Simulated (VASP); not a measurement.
Input for VASP

**KPOINTS**
```
Automatic mesh
0
G
  15 15 15
```

POSCAR:
```
WSi2
1
   -1.6188155797     1.6188155797     3.9406485012
    1.6188155797    -1.6188155797     3.9406485012
    1.6188155797     1.6188155797    -3.9406485012
Si W
2 1
Direct
  0.6653080736   0.6653080736   0.0000000000
  0.3346919264   0.3346919264   0.0000000000
  0.0000000000   0.0000000000   0.0000000000
```

INCAR:
```
LMAXMIX  =  6   # l cut-off of mixed one-centre charges
LEFG  =  .True.
LREAL  =  .False.   # projection in real space or not
GGA  =  91   # PW91
LCHARG  =  .True.
ENCUT  =  520
ISIF  =  2   # forces and stress, cell fixed
LASPH  =  .True.   # aspherical one-centre terms
EDIFF  =  1E-7   # SCF stop (eV)
NELM  =  100   # most electronic steps
SYSTEM  =  WSi2
PREC  =  Accurate
LWAVE  =  .False.
ALGO  =  Normal
ISMEAR  =  -5   # tetrahedra, Bloechl
NEDOS  =  601   # DOS grid
LORBIT  =  11   # lm-projected
```

POTCAR, in this order: Si W_sv (PBE.64 set). Program: vasp_std.

Question: Write an equivalent input for Quantum ESPRESSO's pw.x.

Answer: One equivalent input (not run):
```
&CONTROL
  calculation = 'scf'
  pseudo_dir = './pseudo'
  outdir = './out'
  tprnfor = .true.
  tstress = .true.
/
&SYSTEM
  ibrav = 0
  nat = 3
  ntyp = 2
  ecutwfc = 74
  occupations = 'tetrahedra'
  input_dft = 'pw91'
/
&ELECTRONS
  conv_thr = 7.3e-09
  electron_maxstep = 100
/
ATOMIC_SPECIES
  Si 28.085 Si.upf
  W 183.840 W.upf
CELL_PARAMETERS angstrom
    -1.6188156    1.6188156    3.9406485
     1.6188156   -1.6188156    3.9406485
     1.6188156    1.6188156   -3.9406485
ATOMIC_POSITIONS crystal
  Si   0.6653081  0.6653081  0.0000000
  Si   0.3346919  0.3346919  0.0000000
  W    0.0000000  0.0000000  0.0000000
K_POINTS automatic
  15 15 15 0 0 0
```
The two are equivalent in intent, not identical: the potentials are each code's own (VASP's PAW set, PseudoDojo norm-conserving files in pw.x), so ENCUT and ecutwfc are chosen apart and not converted; conv_thr bounds pw.x's estimated SCF error, while EDIFF bounds the energy change between steps; the field gradients of LEFG aren't asked of the other code.

The compound is WSi2 in the MoSi2 type structure. It was relaxed first.
